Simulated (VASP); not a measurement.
Method: rev-vdW-DF2, VASP's PBE PAW potentials (set 64) (plane waves; VASP).

VASP input:

File KPOINTS:
```
Automatic mesh
0
Gamma
6 6 6
0 0 0
```

### INCAR
```
SYSTEM = Na2S
PREC = Accurate
ENCUT = 520
EDIFF = 1E-7
NELM = 100
ALGO = Normal
LREAL = .FALSE.
LASPH = .TRUE.
ISMEAR = 0
SIGMA = 0.05
GGA = MK
PARAM1 = 0.1234568
PARAM2 = 0.7114
ZAB_VDW = -1.8867
LUSE_VDW = .TRUE.
AGGAC = 0.0
LWAVE = .FALSE.
LCHARG = .FALSE.
ISIF = 2
```

**POSCAR**
```
Na2S
1
    0.0000000000     3.1947469816     3.1947469816
    3.1947469816     0.0000000000     3.1947469816
    3.1947469816     3.1947469816     0.0000000000
Na S
2 1
Direct
  0.2500000000   0.2500000000   0.2500000000
  0.7500000000   0.7500000000   0.7500000000
  0.0000000000   0.0000000000   0.0000000000
```

POTCAR, in this order: Na_pv S (PBE.64 set). Program: vasp_std.

What does the run give for the energy per atom (σ→0), pressure, band gap (on the k-mesh)?

```json
{
 "energy per atom (σ→0)": "-157.4 kJ/mol of atoms",
 "band gap (on the k-mesh)": "2.64 eV",
 "pressure": "2.06 GPa"
}
```

File OSZICAR:
```
...
DAV:  10    -0.489432581465E+01   -0.12221E-02   -0.76951E-03   448   0.634E-01    0.604E-01
DAV:  11    -0.489386849402E+01    0.45732E-03   -0.92908E-04   490   0.233E-01    0.247E-01
DAV:  12    -0.489382896827E+01    0.39526E-04   -0.13435E-04   448   0.869E-02    0.485E-02
DAV:  13    -0.489381951229E+01    0.94560E-05   -0.58265E-05   576   0.579E-02    0.113E-02
DAV:  14    -0.489381956996E+01   -0.57672E-07   -0.15332E-06   502   0.103E-02    0.132E-02
DAV:  15    -0.489381942415E+01    0.14581E-06   -0.86795E-07   500   0.573E-03    0.442E-04
DAV:  16    -0.489381943146E+01   -0.73042E-08   -0.12092E-07   348   0.216E-03
   1 F= -.48938194E+01 E0= -.48938194E+01  d E =-.299524E-15
```

The compound is Na2S in the antifluorite structure. This cell is one point of a volume scan, at 0.94 of the reference volume.
